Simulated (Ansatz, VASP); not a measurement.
**Two plane-wave programs on KMgH3**

```
K Mg H
1.0
     4.02500    0.12578    0.00000
     0.12578    4.02500    0.00000
     0.00000    0.00000    4.02500
K Mg H
1 1 3
Direct
  0.00000 0.00000 0.00000
  0.50000 0.50000 0.50000
  0.00000 0.50000 0.50000
  0.50000 0.00000 0.50000
  0.50000 0.50000 0.00000
```

Change from the starting cell: strain +0.0625 x Voigt [0, 0, 0, 0, 0, 1], atoms carried along.

Alike in both runs: task single point; functional LDA; k mesh 8 × 8 × 8; occupations gaussian, width 0.05 eV; no spin polarisation.

```csv
,VASP,Ansatz
version,VASP 6.6.1,Ansatz 0.2.0
potentials or method,"VASP PAW LDA potentials, release 64 (K_sv, Mg, H)","scalar-relativistic, plane waves, PAW"
plane-wave cutoff (eV),520,420
valence electrons in the cell,14,22
```

Ansatz gave:

| Item | Value |
| --- | --- |
| gap on the k mesh at the Fermi level (eV) | 2.02 |
| least direct gap on the mesh (eV) | 3.99 |
| pressure (GPa) | -2.9 |
| largest component of the traceless stress (GPa) | 2.25 |

Estimate VASP's values.

gap on the k mesh at the Fermi level (eV): 2.02; least direct gap on the mesh (eV): 3.99; pressure (GPa): -3.1; largest component of the traceless stress (GPa): 2.28.

The two sets of potentials don't hold the same shells in valence.

A k mesh can miss the band edges.
